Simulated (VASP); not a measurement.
Output of a VASP run:

**OUTCAR**
```
 ion  position               nearest neighbor table
   1  0.000  0.000  0.000-   2 3.15   2 3.15   2 3.15   2 3.15   2 3.15   2 3.15
   2  0.500  0.500  0.500-   1 3.15   1 3.15   1 3.15   1 3.15   1 3.15   1 3.15
  LATTYP: Found a face centered cubic cell.
 ALAT       =     6.2940446246
 Subroutine PRICEL returns:
 Original cell was already a primitive cell.
 Subroutine GETGRP returns: Found 48 space group operations
The static configuration has the point symmetry O_h .
The dynamic configuration has the point symmetry O_h .
 Subroutine INISYM returns: Found 48 space group operations
 Subroutine IBZKPT returns following result:
 Found     16 irreducible k-points:

 Following reciprocal coordinates:
            Coordinates               Weight
  0.000000  0.000000  0.000000      1.000000
  0.166667  0.000000  0.000000      8.000000
  0.333333  0.000000  0.000000      8.000000
  0.500000  0.000000  0.000000      4.000000
  0.166667  0.166667  0.000000      6.000000
  0.333333  0.166667  0.000000     24.000000
  0.500000  0.166667  0.000000     24.000000
 -0.333333  0.166667  0.000000     24.000000
 -0.166667  0.166667  0.000000     12.000000
  0.333333  0.333333  0.000000      6.000000
  0.500000  0.333333  0.000000     24.000000
 -0.333333  0.333333  0.000000     12.000000
  0.500000  0.500000  0.000000      3.000000
  0.500000  0.333333  0.166667     24.000000
 -0.333333  0.333333  0.166667     24.000000
 -0.333333  0.500000  0.166667     12.000000
   k-points           NKPTS =     16   k-points in BZ     NKDIM =     16   number of bands    NBANDS=     12
   number of dos      NEDOS =    301   number of ions     NIONS =      2
   total plane-waves  NPLWV =  32768
   dimension x,y,z NGX =    32 NGY =   32 NGZ =   32
   dimension x,y,z NGXF=    64 NGYF=   64 NGZF=   64
   ions per type =               1   1
   PREC   = accura    normal or accurate (medium, high low for compatibility)
   ISTART =      0    job   : 0-new  1-cont  2-samecut
   ICHARG =      2    charge: 1-file 2-atom 10-const
   ISPIN  =      1    spin polarized calculation?
   LNONCOLLINEAR =      F non collinear calculations
   LSORBIT =      F    spin-orbit coupling
   INIWAV =      1    electr: 0-lowe 1-rand  2-diag
   ENCUT  =  480.0 eV  35.28 Ry    5.94 a.u.   7.95  7.95  7.95*2*pi/ulx,y,z
   NELM   =    100;   NELMIN=  2; NELMDL= -5     # of ELM steps
   EDIFF  = 0.1E-06   stopping-criterion for ELM
   LREAL  =      F    real-space projection
   NLSPLINE    = F    spline interpolate recip. space projectors
   LMAXMIX     =    4 max onsite mixed and CHGCAR
   VOSKOWN=      0    Vosko Wilk Nusair interpolation
   EDIFFG = 0.1E-05   stopping-criterion for IOM
   NSW    =      0    number of steps for IOM
   NBLOCK =      1;   KBLOCK =      1    inner block; outer block
   IBRION =     -1    ionic relax: 0-MD 1-quasi-New 2-CG
   NFREE  =      0    steps in history (QN), initial steepest desc. (CG)
   ISIF   =      2    stress and relaxation
   ISYM   =      2    0-nonsym 1-usesym 2-fastsym
   TEIN   =    0.0    initial temperature
   TEBEG  =    0.0;   TEEND  =   0.0 temperature during run
   SMASS  =  -3.00    Nose mass-parameter (am)
   PSTRESS=    0.0 pullay stress
   NELECT =      16.0000    total number of electrons
   EFERMI =   0.00;   METHOD = LEGACY
   ISMEAR =     0;   SIGMA  =   0.05  broadening in eV -4-tet -1-fermi 0-gaus
   IALGO  =     38    algorithm
   LDIAG  =      T    sub-space diagonalisation (order eigenvalues)
   IMIX   =      4    mixing-type and parameters
     AMIX     =   0.40;   BMIX     =  1.00
     AMIX_MAG =   1.60;   BMIX_MAG =  1.00
     AMIN     =   0.10
   GGA     = PS    functional components
   VOSKOWN =     0    Vosko Wilk Nusair interpolation
   LHFCALC =     F    Hartree Fock is set to
   LHFONE  =     F    Hartree Fock one center treatment
   AEXX    =    0.0000 exact exchange contribution
   IVDW    =     0    specifies the selected vdW correction
   LEPSILON=     F    determine dielectric tensor
   LRPA    =     F    only Hartree local field effects (RPA)
...
```

### OSZICAR
```
       N       E                     dE             d eps       ncg     rms          rms(c)
DAV:   1     0.103384323720E+03    0.10338E+03   -0.69724E+03   384   0.113E+03
DAV:   2    -0.439496792424E+00   -0.10382E+03   -0.98670E+02   496   0.275E+02
DAV:   3    -0.631100203711E+01   -0.58715E+01   -0.58480E+01   496   0.593E+01
DAV:   4    -0.654565831957E+01   -0.23466E+00   -0.23443E+00   656   0.101E+01
DAV:   5    -0.654694146322E+01   -0.12831E-02   -0.12831E-02   492   0.856E-01    0.412E+00
DAV:   6    -0.640615653907E+01    0.14078E+00   -0.22982E-01   472   0.285E+00    0.302E+00
DAV:   7    -0.639531874389E+01    0.10838E-01   -0.11521E-01   464   0.213E+00    0.130E+00
DAV:   8    -0.640037620468E+01   -0.50575E-02   -0.12102E-02   512   0.102E+00    0.163E-01
DAV:   9    -0.640054840691E+01   -0.17220E-03   -0.32703E-04   524   0.123E-01    0.838E-02
DAV:  10    -0.640087626642E+01   -0.32786E-03   -0.42219E-04   448   0.143E-01    0.383E-02
DAV:  11    -0.640087529677E+01    0.96965E-06   -0.92911E-06   568   0.227E-02    0.126E-02
DAV:  12    -0.640087616852E+01   -0.87176E-06   -0.15477E-06   456   0.961E-03    0.262E-03
DAV:  13    -0.640087639217E+01   -0.22364E-06   -0.44107E-07   472   0.488E-03    0.193E-03
DAV:  14    -0.640087649007E+01   -0.97905E-07   -0.24666E-08   356   0.136E-03
   1 F= -.64008765E+01 E0= -.64008765E+01  d E =-.451611E-11
```

### OUTCAR
```
------------------------ aborting loop because EDIFF is reached ----------------------------------------
  FORCE on cell =-STRESS in cart. coord.  units (eV):
  Direction    XX          YY          ZZ          XY          YZ          ZX
  --------------------------------------------------------------------------------------
  Total        1.0012215      1.0012215      1.0012215     -0.0000000      0.0000000      0.0000000
  in kB       25.7342353     25.7342353     25.7342353     -0.0000000      0.0000000      0.0000000
  external PRESSURE =      25.7342353 kB  Pullay stress =       0.0000000 kB
  volume of cell :       62.33
      direct lattice vectors                 reciprocal lattice vectors
     0.000000000  3.147022312  3.147022312    -0.158880348  0.158880348  0.158880348
     3.147022312  0.000000000  3.147022312     0.158880348 -0.158880348  0.158880348
     3.147022312  3.147022312  0.000000000     0.158880348  0.158880348 -0.158880348
  FREE ENERGIE OF THE ION-ELECTRON SYSTEM (eV)
  ---------------------------------------------------
  free  energy   TOTEN  =        -6.4008764901 eV

  energy  without entropy=       -6.4008764901  energy(sigma->0) =       -6.40087649
```
(Selected blocks of OUTCAR.)

### POSCAR
```
KBr
1
    0.0000000000     3.1470223123     3.1470223123
    3.1470223123     0.0000000000     3.1470223123
    3.1470223123     3.1470223123     0.0000000000
K Br
1 1
Direct
  0.0000000000   0.0000000000   0.0000000000
  0.5000000000   0.5000000000   0.5000000000
```

Reconstruct the remaining input files.

This is not unique; one that fits is the input of the run itself, PBEsol GGA, plane waves, VASP's PBE PAW potentials (set 64).

INCAR:
```
! general
SYSTEM  = KBr
PREC    = Accurate
ENCUT   = 480   ! plane-wave cut-off (eV)
LREAL   = .False.   ! projection in real space or not
LASPH   = .True.   ! aspherical one-centre terms

! electronic loop
EDIFF   = 1E-7   ! SCF stop (eV)
NELM    = 100   ! most electronic steps
ALGO    = Normal
LMAXMIX = 4

! smearing
ISMEAR  = 0   ! Gaussian
SIGMA   = 0.05   ! width (eV)

! functional
GGA     = PS

! ions
ISIF    = 2   ! forces and stress, cell fixed

! output
LWAVE   = .False.
LCHARG  = .False.
```

File KPOINTS:
```
Regular mesh
0
Gamma
 6 6 6
0 0 0
```

POTCAR, in this order: K_sv Br (PBE.64 set). Program: vasp_std.

The compound is KBr in the rock salt structure. This cell was strained or had an atom moved on purpose.
